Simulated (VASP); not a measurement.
Method: LDA (Ceperley-Alder, Perdew-Zunger), VASP's LDA PAW potentials (set 64) (plane waves; VASP).

The input files of a VASP run:

POSCAR:
```
FeSi
1
    4.3451443704     0.0000000000     0.0000000000
    0.0000000000     4.3451443704     0.0000000000
    0.0000000000     0.0000000000     4.3451443704
Fe Si
4 4
Direct
  0.8620456506   0.6379543494   0.3620456506
  0.3620456506   0.8620456506   0.6379543494
  0.1379543494   0.1379543494   0.1379543494
  0.6379543494   0.3620456506   0.8620456506
  0.1587476752   0.3412523248   0.6587476752
  0.6587476752   0.1587476752   0.3412523248
  0.8412523248   0.8412523248   0.8412523248
  0.3412523248   0.6587476752   0.1587476752
```

### KPOINTS
```
Automatic mesh
0
Gamma
5 5 5
0 0 0
```

INCAR:
```
# general
SYSTEM  = FeSi
PREC    = Accurate
ENCUT   = 500
LREAL   = .False.
LASPH   = .True.   # aspherical one-centre terms

# electronic loop
EDIFF   = 1E-6   # SCF stop (eV)
NELM    = 100   # most electronic steps
ALGO    = Normal
LMAXMIX = 4

# smearing
ISMEAR  = 0   # Gaussian
SIGMA   = 0.05

# ions
IBRION  = 2   # conjugate gradients
NSW     = 40   # most ionic steps
ISIF    = 3   # ions, shape and volume
EDIFFG  = -0.02   # ionic stop
PSTRESS = 100

# output
LWAVE   = .False.
LCHARG  = .False.
```

POTCAR, in this order: Fe Si (LDA.64 set). Program: vasp_std.

What VASP printed:

File OSZICAR:
```
       N       E                     dE             d eps       ncg     rms          rms(c)
DAV:   1     0.362091358095E+03    0.36209E+03   -0.19680E+04   638   0.186E+03
DAV:   2    -0.316732934005E+02   -0.39376E+03   -0.38317E+03   638   0.430E+02
DAV:   3    -0.724404398698E+02   -0.40767E+02   -0.37069E+02   982   0.155E+02
DAV:   4    -0.740771552317E+02   -0.16367E+01   -0.15995E+01   991   0.398E+01
DAV:   5    -0.741121165454E+02   -0.34961E-01   -0.34901E-01  1023   0.492E+00    0.346E+01
DAV:   6    -0.769909960752E+02   -0.28789E+01   -0.19947E+02   952   0.170E+02    0.267E+01
DAV:   7    -0.669287427838E+02    0.10062E+02   -0.78722E+01   967   0.119E+02    0.102E+01
DAV:   8    -0.666227836104E+02    0.30596E+00   -0.34966E+00   903   0.170E+01    0.282E+00
DAV:   9    -0.665434027132E+02    0.79381E-01   -0.35547E-01  1007   0.622E+00    0.109E+00
DAV:  10    -0.665317046497E+02    0.11698E-01   -0.12293E-02   852   0.108E+00    0.350E-01
DAV:  11    -0.665308748321E+02    0.82982E-03   -0.60550E-03  1007   0.894E-01    0.131E-01
DAV:  12    -0.665308012496E+02    0.73582E-04   -0.24466E-04  1012   0.162E-01    0.550E-02
DAV:  13    -0.665307939828E+02    0.72668E-05   -0.71776E-05  1007   0.761E-02    0.188E-02
DAV:  14    -0.665307932169E+02    0.76594E-06   -0.33703E-06   588   0.159E-02
   1 F= -.61410415E+02 E0= -.61409937E+02  d E =-.614104E+02
       N       E                     dE             d eps       ncg     rms          rms(c)
DAV:   1    -0.670727316157E+02   -0.54194E+00   -0.18952E+01   643   0.624E+01    0.933E+00
DAV:   2    -0.670702455636E+02    0.24861E-02   -0.16509E+01   942   0.545E+01    0.714E+00
DAV:   3    -0.662889167262E+02    0.78133E+00   -0.60832E+00   947   0.330E+01    0.200E+00
DAV:   4    -0.662530852592E+02    0.35831E-01   -0.19749E-01   977   0.493E+00    0.475E-01
DAV:   5    -0.662508858687E+02    0.21994E-02   -0.50303E-03  1002   0.631E-01    0.243E-01
DAV:   6    -0.662502020956E+02    0.68377E-03   -0.71960E-04   691   0.254E-01    0.523E-02
DAV:   7    -0.662502104795E+02   -0.83839E-05   -0.22530E-04  1015   0.129E-01    0.246E-02
DAV:   8    -0.662502074165E+02    0.30630E-05   -0.13978E-05   996   0.438E-02    0.809E-03
DAV:   9    -0.662502068230E+02    0.59352E-06   -0.81339E-07   419   0.118E-02
   2 F= -.61360863E+02 E0= -.61360574E+02  d E =0.495524E-01
       N       E                     dE             d eps       ncg     rms          rms(c)
DAV:   1    -0.668322243657E+02   -0.58202E+00   -0.80708E+00   651   0.411E+01    0.587E+00
DAV:   2    -0.669456406993E+02   -0.11342E+00   -0.86998E+00   952   0.393E+01    0.544E+00
DAV:   3    -0.664790435044E+02    0.46660E+00   -0.32366E+00   952   0.228E+01    0.118E+00
DAV:   4    -0.664710226921E+02    0.80208E-02   -0.60475E-02   787   0.189E+00    0.456E-01
DAV:   5    -0.664687593195E+02    0.22634E-02   -0.10454E-02   982   0.125E+00    0.117E-01
DAV:   6    -0.664686934793E+02    0.65840E-04   -0.40446E-04   880   0.173E-01    0.325E-02
DAV:   7    -0.664686944290E+02   -0.94971E-06   -0.40640E-05   976   0.530E-02    0.139E-02
DAV:   8    -0.664686949980E+02   -0.56895E-06   -0.21521E-06   553   0.207E-02
   3 F= -.61431267E+02 E0= -.61430866E+02  d E =-.208524E-01
       N       E                     dE             d eps       ncg     rms          rms(c)
DAV:   1    -0.664670872266E+02    0.16072E-02   -0.95317E-04   648   0.446E-01    0.645E-02
DAV:   2    -0.664670961500E+02   -0.89234E-05   -0.99287E-04   952   0.418E-01    0.573E-02
DAV:   3    -0.664670448318E+02    0.51318E-04   -0.37055E-04   962   0.249E-01    0.129E-02
DAV:   4    -0.664670433363E+02    0.14955E-05   -0.86053E-06   724   0.284E-02    0.252E-03
DAV:   5    -0.664670432912E+02    0.45156E-07   -0.32641E-07   369   0.609E-03
   4 F= -.61431265E+02 E0= -.61430865E+02  d E =-.208505E-01
       N       E                     dE             d eps       ncg     rms          rms(c)
DAV:   1    -0.664654717664E+02    0.15716E-02   -0.14609E-01   638   0.222E+00    0.903E-02
DAV:   2    -0.664657111262E+02   -0.23936E-03   -0.33500E-03   874   0.468E-01    0.552E-02
DAV:   3    -0.664656911189E+02    0.20007E-04   -0.20445E-04   970   0.183E-01    0.423E-02
DAV:   4    -0.664656774208E+02    0.13698E-04   -0.15029E-04   997   0.158E-01    0.245E-02
DAV:   5    -0.664656700269E+02    0.73939E-05   -0.40479E-05   973   0.839E-02    0.363E-03
DAV:   6    -0.664656699772E+02    0.49684E-07   -0.62595E-07   399   0.835E-03
   5 F= -.61432010E+02 E0= -.61431563E+02  d E =-.744562E-03
       N       E                     dE             d eps       ncg     rms          rms(c)
DAV:   1    -0.664643349312E+02    0.13351E-02   -0.63131E-02   638   0.146E+00    0.586E-02
DAV:   2    -0.664644378777E+02   -0.10295E-03   -0.14352E-03   863   0.307E-01    0.360E-02
DAV:   3    -0.664644296969E+02    0.81808E-05   -0.83720E-05   944   0.115E-01    0.272E-02
DAV:   4    -0.664644240116E+02    0.56852E-05   -0.61414E-05  1002   0.101E-01    0.159E-02
DAV:   5    -0.664644208701E+02    0.31416E-05   -0.17833E-05   942   0.558E-02    0.219E-03
DAV:   6    -0.664644208603E+02    0.97216E-08   -0.28198E-07   364   0.548E-03
   6 F= -.61432152E+02 E0= -.61431673E+02  d E =-.886775E-03
```

File OUTCAR:
```
------------------------ aborting loop because EDIFF is reached ----------------------------------------
  FORCE on cell =-STRESS in cart. coord.  units (eV):
  Direction    XX          YY          ZZ          XY          YZ          ZX
  --------------------------------------------------------------------------------------
  Total        5.0718308      5.0718308      5.0718308     -0.0000000     -0.0000000     -0.0000000
  in kB      100.7861684    100.7861684    100.7861684     -0.0000000     -0.0000000     -0.0000000
  external PRESSURE =       0.7861684 kB  Pullay stress =     100.0000000 kB
  volume of cell :       80.63
      direct lattice vectors                 reciprocal lattice vectors
     4.320076805 -0.000000000  0.000000000     0.231477366 -0.000000000 -0.000000000
     0.000000000  4.320076805 -0.000000000     0.000000000  0.231477366  0.000000000
     0.000000000 -0.000000000  4.320076805    -0.000000000  0.000000000  0.231477366
 POSITION                                       TOTAL-FORCE (eV/Angst)
 -----------------------------------------------------------------------------------
      3.72116      2.75896      1.56112        -0.001309      0.001309     -0.001309
      1.56112      3.72116      2.75896        -0.001309     -0.001309      0.001309
      0.59892      0.59892      0.59892         0.001309      0.001309      0.001309
      2.75896      1.56112      3.72116         0.001309     -0.001309     -0.001309
      0.68446      1.47558      2.84450         0.000717     -0.000717      0.000717
      2.84450      0.68446      1.47558         0.000717      0.000717     -0.000717
      3.63561      3.63561      3.63561        -0.000717     -0.000717     -0.000717
      1.47558      2.84450      0.68446        -0.000717      0.000717      0.000717
 -----------------------------------------------------------------------------------
    total drift:                               -0.000000     -0.000000     -0.000000
  FREE ENERGIE OF THE ION-ELECTRON SYSTEM (eV)
  ---------------------------------------------------
  free  energy   TOTEN  =       -66.4644208603 eV

  energy  without entropy=      -66.4634617715  energy(sigma->0) =      -66.46394132
  enthalpy is  TOTEN    =       -61.4321521663 eV   P V=        5.0322686940

 reached required accuracy - stopping structural energy minimisation
```
(Selected blocks of OUTCAR.)

CONTCAR:
```
FeSi
   1.00000000000000
     4.3200768054825867   -0.0000000000000000    0.0000000000000000
     0.0000000000000000    4.3200768054825867   -0.0000000000000000
     0.0000000000000000   -0.0000000000000000    4.3200768054825867
  Fe              Si
     4     4
Direct
     0.8613638528567815    0.6386361471432185    0.3613638528567815
     0.3613638528567815    0.8613638528567815    0.6386361471432185
     0.1386361471432185    0.1386361471432185    0.1386361471432185
     0.6386361471432185    0.3613638528567815    0.8613638528567815
     0.1584377072571061    0.3415622927428940    0.6584377072571062
     0.6584377072571062    0.1584377072571061    0.3415622927428940
     0.8415622927428938    0.8415622927428938    0.8415622927428938
     0.3415622927428940    0.6584377072571062    0.1584377072571061
```

The compound is FeSi in the B20 structure. This run relaxes it under an external pressure of 10 GPa. Symmetry was kept, so distortions that lower it aren't found. The run is not spin-polarised, so no magnetic state was tried.
